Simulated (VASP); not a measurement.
Computed with r2SCAN meta-GGA, VASP's PBE PAW potentials (set 64) (plane waves; VASP).

The input files of a VASP run:

### KPOINTS
```
Automatic mesh
0
Gamma
18 18 18
0 0 0
```

**INCAR**
```
! general
SYSTEM   =  Ir
PREC     =  Normal
ENCUT    =  400
LREAL    =  .FALSE.
LASPH    =  .TRUE.

! electronic loop
EDIFF    =  1E-5
NELM     =  100
NELMIN   =  4
ALGO     =  Normal
LMAXMIX  =  6
LMIXTAU  =  .TRUE.

! smearing
ISMEAR   =  1
SIGMA    =  0.1

! functional
METAGGA  =  R2SCAN

! ions
IBRION   =  2
NSW      =  20
ISIF     =  2
EDIFFG   =  -0.03

! output
LWAVE    =  .FALSE.
LCHARG   =  .FALSE.
```

File POSCAR:
```
Ir
1
   -0.0000000000     1.9259727821     1.9259727821
    1.9259727821    -0.0000000000     1.9259727821
    1.9259727821     1.9259727821    -0.0000000000
Ir
1
Direct
  0.0000000000   0.0000000000   0.0000000000
```

POTCAR, in this order: Ir (PBE.64 set). Program: vasp_std.

What VASP printed:

OUTCAR:
```
 ion  position               nearest neighbor table
   1  0.000  0.000  0.000-
  LATTYP: Found a face centered cubic cell.
 ALAT       =     3.8519455642
 Subroutine PRICEL returns:
 Original cell was already a primitive cell.
 Subroutine GETGRP returns: Found 48 space group operations
The static configuration has the point symmetry O_h .
The dynamic configuration has the point symmetry O_h .
 Subroutine INISYM returns: Found 48 space group operations
 Subroutine IBZKPT returns following result:
 Found    195 irreducible k-points:

 Following reciprocal coordinates:
            Coordinates               Weight
  0.000000  0.000000  0.000000      1.000000
  0.055556  0.000000  0.000000      8.000000
  0.111111  0.000000  0.000000      8.000000
  0.166667  0.000000  0.000000      8.000000
  0.222222  0.000000  0.000000      8.000000
  0.277778  0.000000  0.000000      8.000000
  0.333333  0.000000  0.000000      8.000000
  0.388889  0.000000  0.000000      8.000000
  0.444444  0.000000  0.000000      8.000000
  0.500000  0.000000  0.000000      4.000000
  0.055556  0.055556  0.000000      6.000000
  0.111111  0.055556  0.000000     24.000000
  0.166667  0.055556  0.000000     24.000000
  0.222222  0.055556  0.000000     24.000000
  0.277778  0.055556  0.000000     24.000000
  0.333333  0.055556  0.000000     24.000000
  0.388889  0.055556  0.000000     24.000000
  0.444444  0.055556  0.000000     24.000000
  0.500000  0.055556  0.000000     24.000000
 -0.444444  0.055556  0.000000     24.000000
 -0.388889  0.055556  0.000000     24.000000
 -0.333333  0.055556  0.000000     24.000000
 -0.277778  0.055556  0.000000     24.000000
 -0.222222  0.055556  0.000000     24.000000
 -0.166667  0.055556  0.000000     24.000000
...
```

### OSZICAR
```
       N       E                     dE             d eps       ncg     rms          rms(c)
DAV:   1    -0.108312743498E+02   -0.10831E+02   -0.39876E+03  3296   0.845E+02
DAV:   2    -0.541687785431E+02   -0.43338E+02   -0.41019E+02  3120   0.192E+02
DAV:   3    -0.547098625415E+02   -0.54108E+00   -0.54063E+00  4536   0.286E+01
DAV:   4    -0.547133650666E+02   -0.35025E-02   -0.35023E-02  4008   0.163E+00
DAV:   5    -0.547133878787E+02   -0.22812E-04   -0.22812E-04  4616   0.819E-02    0.154E+01
DAV:   6    -0.519143086148E+02    0.27991E+01   -0.26696E+00  3560   0.202E+01    0.511E+00
DAV:   7    -0.522358392786E+02   -0.32153E+00   -0.26645E-01  3136   0.533E+00    0.345E+00
DAV:   8    -0.520604264721E+02    0.17541E+00   -0.34650E-01  3152   0.450E+00    0.123E+00
DAV:   9    -0.523608718137E+02   -0.30045E+00   -0.10606E-01  3136   0.242E+00    0.326E-01
DAV:  10    -0.523670018411E+02   -0.61300E-02   -0.50594E-03  3576   0.634E-01    0.114E-01
DAV:  11    -0.523639024070E+02    0.30994E-02   -0.25590E-03  3576   0.545E-01    0.134E-01
DAV:  12    -0.523677394270E+02   -0.38370E-02   -0.19151E-03  3464   0.381E-01    0.139E-02
DAV:  13    -0.523679814818E+02   -0.24205E-03   -0.34040E-04  4088   0.151E-01    0.183E-02
DAV:  14    -0.523679837216E+02   -0.22399E-05   -0.37400E-06  2776   0.191E-02
   1 F= -.52367984E+02 E0= -.52368079E+02  d E =-.523680E+02
```

**OUTCAR**
```
------------------------ aborting loop because EDIFF is reached ----------------------------------------
  FORCE on cell =-STRESS in cart. coord.  units (eV):
  Direction    XX          YY          ZZ          XY          YZ          ZX
  --------------------------------------------------------------------------------------
  Total        0.0182483      0.0182483      0.0182483      0.0000000      0.0000000      0.0000000
  in kB        2.0462200      2.0462200      2.0462200      0.0000000      0.0000000      0.0000000
  external PRESSURE =       2.0462200 kB  Pullay stress =       0.0000000 kB
  volume of cell :       14.29
      direct lattice vectors                 reciprocal lattice vectors
     0.000000000  1.925972782  1.925972782    -0.259609069  0.259609069  0.259609069
     1.925972782  0.000000000  1.925972782     0.259609069 -0.259609069  0.259609069
     1.925972782  1.925972782  0.000000000     0.259609069  0.259609069 -0.259609069
 POSITION                                       TOTAL-FORCE (eV/Angst)
 -----------------------------------------------------------------------------------
      0.00000      0.00000      0.00000         0.000000     -0.000000     -0.000000
 -----------------------------------------------------------------------------------
    total drift:                               -0.000000     -0.000000     -0.000000
  FREE ENERGIE OF THE ION-ELECTRON SYSTEM (eV)
  ---------------------------------------------------
  free  energy   TOTEN  =       -52.3679837216 eV

  energy  without entropy=      -52.3682701310  energy(sigma->0) =      -52.36807919

 reached required accuracy - stopping structural energy minimisation
```
(Selected blocks of OUTCAR.)

**OUTCAR**
```
 val. band max:       10.0514215461   @ k =   0.5000   0.2222   0.1111

 cond. band min:      10.0629894696   @ k =  -0.3333   0.3333   0.0000


 Fermi energy:        10.0575053132

 k-point     1 :       0.0000    0.0000    0.0000
  band No.  band energies     occupation
      1      -1.4134      2.00000
      2       6.0646      2.00000
      3       6.0646      2.00000
      4       6.0646      2.00000
      5       8.7327      2.00000
      6       8.7327      2.00000
      7      25.1284      0.00000
      8      30.9318      0.00000

 k-point     2 :       0.0556    0.0000    0.0000
  band No.  band energies     occupation
      1      -1.2712      2.00000
      2       5.9880      2.00000
      3       6.1264      2.00000
      4       6.1264      2.00000
      5       8.6934      2.00000
      6       8.6934      2.00000
      7      25.3708      0.00000
      8      30.1916      0.00000

 k-point     3 :       0.1111    0.0000    0.0000
  band No.  band energies     occupation
      1      -0.8589      2.00000
      2       5.7916      2.00000
      3       6.2874      2.00000
      4       6.2874      2.00000
      5       8.6089      2.00000
      6       8.6089      2.00000
      7      26.0356      0.00000
      8      28.6990      0.00000

 k-point     4 :       0.1667    0.0000    0.0000
  band No.  band energies     occupation
      1      -0.2272      2.00000
      2       5.5692      2.00000
      3       6.4643      2.00000
      4       6.4643      2.00000
      5       8.5829      2.00000
      6       8.5829      2.00000
      7      26.8242      0.00000
      8      27.1614      0.00000

 k-point     5 :       0.2222    0.0000    0.0000
  band No.  band energies     occupation
      1       0.5146      2.00000
      2       5.4734      2.00000
      3       6.5285      2.00000
      4       6.5285      2.00000
      5       8.7620      2.00000
      6       8.7620      2.00000
      7      25.4075      0.00000
...
```

Unless said otherwise, spin-orbit coupling is left out, though it shifts the bands of the heavy elements here.

The compound is Ir in the fcc structure. It was relaxed first.
